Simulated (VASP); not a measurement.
Method: LDA (Ceperley-Alder, Perdew-Zunger), VASP's LDA PAW potentials (set 64) (plane waves; VASP).

Input for VASP

KPOINTS:
```
kpoints
0
G
 11 11 11
```

File POSCAR:
```
AuZn
1
    3.1002376806     0.0000000000     0.0000000000
   -0.0000000000     3.1002376806     0.0000000000
   -0.0000000000    -0.0000000000     3.1002376806
Zn Au
1 1
Direct
  0.5000000000   0.5000000000   0.5000000000
  0.0000000000   0.0000000000   0.0000000000
```

INCAR:
```
ALGO  =  Normal
LREAL  =  .False.
LWAVE  =  .False.
PREC  =  Accurate
SYSTEM  =  AuZn
ENCUT  =  520
IBRION  =  2
EDIFFG  =  -0.01   # ionic stop
ISIF  =  3   # ions, shape and volume
LMAXMIX  =  6
LCHARG  =  .False.
NSW  =  60   # most ionic steps
EDIFF  =  1E-6
NELM  =  100
SIGMA  =  0.1   # width (eV)
LASPH  =  .True.   # aspherical one-centre terms
ISMEAR  =  1   # Methfessel-Paxton
```

POTCAR, in this order: Zn Au (LDA.64 set). Program: vasp_std.

### Question
What will the output report for the number of irreducible k-points (NKPTS), largest plane-wave count, number of space-group operations, FFT grid (NGX, NGY, NGZ)?

### Answer

```
Property                                      Result
--------------------------------------  ------------
number of irreducible k-points (NKPTS)            56
largest plane-wave count                         813
number of space-group operations                  48
FFT grid (NGX, NGY, NGZ)                24 × 24 × 24
```

The compound is AuZn in the CsCl type structure. It was relaxed first. The start is the result of an earlier pass. The electron count is odd and the run is not spin-polarised, which forces a metal.
